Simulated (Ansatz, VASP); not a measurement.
# KF (Carobbiite) in two plane-wave programs, part 2 of 2

One calculation is typed for both programs; each brings its own data sets. How far apart do they land? The cell is taken from a series of runs on this material, whose earlier steps may have relaxed, scaled, displaced or heated it; both programs get it as it stands.

VASP 6.6.1 and Ansatz 0.2.0.

So far: The structure; VASP: zone-centre phonons, r2SCAN.

## Step 3: Ansatz: zone-centre phonons, r2SCAN

Level of this step: Ansatz beside VASP: Kohn-Sham DFT, plane waves, r2SCAN (Ansatz).

Ansatz runs on its default PAW (the set named soft_2) files.

The same cell, functional and mesh now go to Ansatz, which takes its cutoff from its data sets.

File input.yaml:

```yaml
crystal:
  lattice:
    - [0.0, 2.6589567544, 2.6589567544]
    - [2.6589567544, 0.0, 2.6589567544]
    - [2.6589567544, 2.6589567544, 0.0]
  atoms:
    - { symbol: K, position: [0.0, 0.0, 0.0] }
    - { symbol: F, position: [0.5, 0.5, 0.5] }
kpoints:
  mp_grid: { grid: [8, 8, 8] }
hamiltonian:
  xc: r2scan
scf:
  occupations: { method: fixed }
output:
  eigenvalues: true
phonons:
  method: dfpt
  dielectric: true
  rigid_motions: translations
```

Run with:

```console
$ ansatz run input.yaml --threads 4 --pin off --max-ram 7168MiB --backend cpu --events-out ev --progress --plain --runs-dir out
```

Numbers of over 12 decimals in the logs are rounded to 6 here.

What it wrote:

```text
Engine: ansatz 0.2.0, aarch64-unknown-linux-gnu
Pseudopotentials: kind: paw
Pseudopotential: K, paw, valence charge 9, recommended cutoff 500 eV (meta_gga), K.paw.azcp
Pseudopotential: F, paw, valence charge 7, recommended cutoff 500 eV (meta_gga), F.paw.azcp
Functional definition: r2SCAN
  parameter k0 = 0.174
  parameter k1 = 0.065
  parameter a1 = 4.9479
  exchange = r2scan_x(k0 = k0, k1 = k1, a1 = a1)
  correlation = r2scan_c
Crystal: 2 atoms, lattice volume = 37.598 Å³
Basis set: ecut = 500 eV, 941 PW (Γ), exchange–correlation on 270×270×270 points (729 copies of the dense FFT grid, shifted against one another)
Bands: 12, of which v1, the nominal top of the filled ones, is band 8 counted from 1 (7 counted from 0)
Symmetry: 48 space group operations
k-points: 59 of 512 (irreducible under 8 space group operations, time reversal used)
Non-local potential: K, projectors of the file, l = 0: 3, l = 1: 2, l = 2: 2
Non-local potential: F, projectors of the file, l = 0: 2, l = 1: 2, l = 2: 1
PAW form: soft (Blöchl's): semilocal exchange-correlation on the pseudo side does not see the compensation charge
PAW frozen core: K, regenerated for the run's functional (the file was generated under x = pbe(κ = 0.804, μ = 0.219515), c = pbe(β = 0.066725))
PAW frozen core: F, regenerated for the run's functional (the file was generated under x = pbe(κ = 0.804, μ = 0.219515), c = pbe(β = 0.066725))
PAW one-centre angular grid: K, 302 points (default); XC on 160 Gauss nodes
PAW one-centre angular grid: F, 302 points (default); XC on 160 Gauss nodes
Initial density: superposition of atomic densities (neutral atoms: chi_scale 0, normalization atom), corrected by the library's trained network
Initial wavefunctions: pseudopotential atomic-orbital guess
Functional: x = r2scan, c = r2scan; τ floored in thin density (d = 2e-4 eV/Å³)
SCF iter   1: F=—  HF=-2355.152246 eV  |F-HF|=—  |Δ(HF+E_count)|=         —  Δρ=7.43e-3  dr2=1.92e-2  dr2_τ=2.75e-2  ethr=1.77e-3  ⟨swp⟩=4.2  Hψ=3850  notcnv=0  defer=95
preconditioner: auto → none  [insulator: Δε(μ)=7.220 eV  Ē_g=18.840 eV  n_scr=14 (ndim 8)  ℏωp=22.7 eV  f_vac=0.128  ε∞_Penn≈2.4]
SCF iter   2: F=—  HF=-2355.192596 eV  |F-HF|=—  |Δ(HF+E_count)|=   4.04e-2  Δρ=5.30e-3  dr2=3.80e-3  dr2_τ=8.70e-4  ethr=1.20e-4  ⟨swp⟩=3.0  Hψ=1802  notcnv=0  defer=114
SCF iter   3: F=—  HF=-2355.191701 eV  |F-HF|=—  |Δ(HF+E_count)|=   8.95e-4  Δρ=1.52e-3  dr2=3.12e-4  dr2_τ=5.98e-5  ethr=2.38e-5  ⟨swp⟩=2.0  Hψ=1241  notcnv=0  defer=114
SCF iter   4: F=—  HF=-2355.191671 eV  |F-HF|=—  |Δ(HF+E_count)|=   2.98e-5  Δρ=2.20e-4  dr2=4.14e-6  dr2_τ=1.91e-6  ethr=1.95e-6  ⟨swp⟩=3.0  Hψ=1132  notcnv=0  defer=116
SCF iter   5: F=—  HF=-2355.191676 eV  |F-HF|=—  |Δ(HF+E_count)|=   4.75e-6  Δρ=3.15e-5  dr2=1.40e-7  dr2_τ=4.40e-8  ethr=2.58e-8  ⟨swp⟩=2.3  Hψ=1166  notcnv=0  defer=2
SCF iter   6: F=—  HF=-2355.191675 eV  |F-HF|=—  |Δ(HF+E_count)|=   1.32e-6  Δρ=5.50e-6  dr2=4.60e-9  dr2_τ=1.18e-9  ethr=8.73e-10  ⟨swp⟩=2.6  Hψ=1138  notcnv=0
SCF iter   7: F=-2355.191675 eV  HF=-2355.191675 eV  |F-HF|=2.27e-11  |Δ(HF+E_count)|=   6.09e-9  Δρ=2.83e-7  dr2=1.29e-11  dr2_τ=5.40e-12  ethr=1.00e-12  ⟨swp⟩=5.2  Hψ=4692  notcnv=0
SCF 1 converged in 7 iterations: F = -2355.191675 eV  dr2 = 1.29e-11
  greatest PAW one-centre occupation: 0.989 electrons in one spin orbital (limit 2), on the K atom at site 0 (counted from 0), in its partial waves of l = 0
DFPT response loops at Γ: preconditioner auto → none (the input reference at scf.mixing.eps_inf says where Resta's filter doesn't serve); β = 0.50; Broyden in place of MSR1
SCF converged after 7 iterations
Free energy (F): -2355.191675 eV
Harris-Foulkes:  -2355.191675 eV  (|F-HF|=2.27e-11)
Internal energy: -2355.191675 eV  (E = F + TS)
E sigma→0 (E₀):  -2355.191675 eV
Fermi energy:    1.015650 eV
--- Per-component energies (eV) ---
  E_band       = -136.932131
  E_kinetic    = 463.805657
  E_local      = -1104.778502  (includes V_loc(G=0)·N_el)
  E_nonlocal   = 85.246703
  E_hartree    = 398.910744
  E_xc         = -214.609229
  E_vxc        = -304.753006  (∫ρ·V_xc dr)
  E_paw        = -990.687384  (= ΣΔE_a)
  E_vpaw       = -94.247916  (= ΣTr[D̂ρ^β])
  E_aug_tail   = 0.000950  (compensation charges beyond the density's cutoff)
  E_vtau       = 19.972445  (kinetic-family band-sum trace: ∫τ·v_τ [+ j·A + Jᵃ·Aᵃ] dr)
  E_ewald      = -992.853038
  E_core_change = -0.227577  (= ΣΔE_core)
  E_smearing   = -0.000000  (= −TS)
  E_closure    = -0.000000  (closes the sum)
  Σ components = -2355.191675   (vs F -2355.191675, Δ=0.00e0)
--- Band table (eV; the first three rows and the last of 59) ---
  k-point 0: bands = [... 4 lower, -8.4561, 1.0157, 1.0157, 1.0157, 7.9240, 12.5146, 12.5146, 12.5146]
  k-point 1: bands = [... 4 lower, -8.4615, 0.8803, 0.9627, 0.9627, 8.3617, 12.2149, 12.7306, 12.7306]
  k-point 2: bands = [... 4 lower, -8.4743, 0.5895, 0.8374, 0.8374, 9.4500, 11.8140, 13.2698, 13.2698]
  k-point 58: bands = [... 4 lower, -8.5459, 0.6138, 0.8683, 0.8683, 11.4011, 11.4011, 13.2273, 15.4634]
--- Phonons (Γ-DFPT): 2 representative perturbations + reference, on 59 of 512 k-points (Σ response iterations 12) ---
  k mesh reduced under 8 symmetry operations, with k and −k counted as one. Each operation leaves every solved perturbation unchanged. A smaller set is not considered because the functional reads the kinetic-energy density
  ASR residual: 1.185e-4 → 0.000e0 eV/Å²; symmetrization residual: 4.842e-7 eV/Å²
  ASR residual per site (eV/Å²): 8.02e-6 1.18e-4
  Γ frequencies (cm⁻¹): 0.00 0.00 0.00 193.55 193.55 193.55
  ε∞ (high-frequency dielectric tensor):
        1.935199     0.000000     0.000000
        0.000000     1.935199    -0.000000
       -0.000000     0.000000     1.935199
  ε⁰ (static dielectric tensor: ions relaxed, cell fixed):
        5.435152     0.000000    -0.000000
        0.000000     5.435152    -0.000000
       -0.000000     0.000000     5.435152
  ε⁰ − ε∞ (ionic part):
        3.499953     0.000000    -0.000000
        0.000000     3.499953     0.000000
       -0.000000     0.000000     3.499953
  softest optical mode at Γ: 193.55 cm⁻¹; the repairs (sum rule, projections) moved no ω² at Γ by more than (1.32 cm⁻¹)²
  Born effective charges Z* (e; rows j = field, columns β = displacement):
    site 0:
         1.13177    0.00000   -0.00000
         0.00000    1.13177    0.00000
         0.00000   -0.00000    1.13177
    site 1:
        -1.13177   -0.00000    0.00000
         0.00000   -1.13177   -0.00000
         0.00000    0.00000   -1.13177
  Z* charge neutrality: 2.377e-5 e pre-enforcement
  k-mesh period / interband length: 30.1 Å / 0.81 Å = 37.33 at k = (0.0000, 0.0000, 0.0000), direct gap 6.908 eV — 14 or more, which is no proof of convergence
  optical modes at Γ without the LO–TO term, one row a degenerate level:
      ω (cm⁻¹)  modes    IR ((D/Å)²/amu)
        193.55      3             6.9339
  optical modes at Γ + LO–TO along q̂ = [1.0000, 0.0000, 0.0000]:
      ω (cm⁻¹)  modes    IR ((D/Å)²/amu)
        193.55      2             4.6226
        324.37      1             2.3113
  optical modes at Γ + LO–TO along q̂ = [0.0000, 1.0000, 0.0000]:
      ω (cm⁻¹)  modes    IR ((D/Å)²/amu)
        193.55      2             4.6226
        324.37      1             2.3113
  optical modes at Γ + LO–TO along q̂ = [0.0000, 0.0000, 1.0000]:
      ω (cm⁻¹)  modes    IR ((D/Å)²/amu)
        193.55      2             4.6226
        324.37      1             2.3113
```

## Step 4: Side by side

Known differences besides the potentials themselves: VASP keeps PBE cores, Ansatz makes them for the functional; fixed occupations in Ansatz, narrow Gaussian smearing in VASP; the cutoff is 500 eV in Ansatz and 660 eV in VASP; VASP uses finite displacements, Ansatz perturbation theory. Total energies have different zeros and are not compared.

Both answers:

| quantity | Ansatz | VASP | difference |
| --- | --- | --- | --- |
| optical mode 1 to 3 (cm⁻¹) | 193.6 | 197.2 | -1.87 % |

Modes are paired by rising frequency, not by their patterns, so a pair may set unlike modes beside each other; they are those without the splitting of longitudinal modes.

## Step 5: Summary of results

| Item | Value |
| --- | --- |
| r.m.s. difference of the optical zone-centre modes, each program's sorted by frequency (zone-centre phonons, r2SCAN) | 3.7 cm⁻¹ |
| difference in optical mode 1 to 3 (zone-centre phonons, r2SCAN) | -1.9 % |

The r.m.s. difference of the optical zone-centre modes, each program's sorted by frequency is 3.7 cm⁻¹ (zone-centre phonons, r2SCAN). Among the rows given in per cent, the largest difference of the zone-centre phonons, r2SCAN pair is in optical mode 1 to 3, -1.9 %. 1 further run of this series is not shown here. Such differences can come from data sets, numerical settings and the points named under the comparisons, not from the functional's error against experiment.

[Lines on the potential files, build, host, timing and source positions are cut from VASP's logs without a mark.]

[Logs are printed without paths, hosts, clocks, repeated set-up lines and the standing remarks that a program may print on its own settings, such as how far it seeks lower states.]

[Hosts, paths, dates, database ids (printed as entryN), source tags and the programs' standing remarks are cut or masked in the printed files.]
